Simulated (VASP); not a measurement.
Given:

```
Os
1.0
    1.37422    -2.38023     0.00000
    1.37422     2.38023     0.00000
    0.00000     0.00000     4.33241
Os
2
Cartesian
  1.37422   0.79341   1.08310
  1.37422  -0.79341   3.24931
```

Method: optB86b-vdW, VASP's PBE PAW potentials (set 64) (plane waves; VASP 6.6.1). Numerical set-up: 520 eV cut-off, Gaussian smearing of 0.050 eV, potentials Os.

Give the energies of bands 1 to 11 at the high-symmetry points, in eV from the Fermi level.

| band | Γ | M | K | A | L | H |
|---|---|---|---|---|---|---|
| 1 | -10.82 | -7.10 | -6.42 | -8.41 | -7.34 | -5.76 |
| 2 | -7.67 | -6.93 | -5.33 | -8.41 | -7.34 | -5.76 |
| 3 | -3.03 | -6.34 | -5.33 | -3.51 | -5.24 | -4.87 |
| 4 | -3.03 | -3.53 | -4.55 | -3.51 | -5.24 | -4.87 |
| 5 | -2.75 | -2.87 | -3.39 | -3.23 | -1.22 | -3.38 |
| 6 | -2.20 | -2.53 | -3.39 | -3.23 | -1.22 | -3.38 |
| 7 | -2.20 | -1.86 | -1.33 | -3.23 | -0.15 | -1.36 |
| 8 | -1.59 | 1.94 | 1.43 | -3.23 | -0.15 | -1.36 |
| 9 | -1.59 | 2.49 | 1.43 | 0.84 | 2.27 | 1.56 |
| 10 | 0.10 | 2.63 | 2.01 | 0.84 | 2.27 | 1.56 |
| 11 | 1.62 | 4.30 | 5.25 | 0.84 | 3.23 | 8.21 |

It has no gap at this level: it comes out as a metal or semimetal.

The compound is Os in the hcp structure. It was relaxed first.
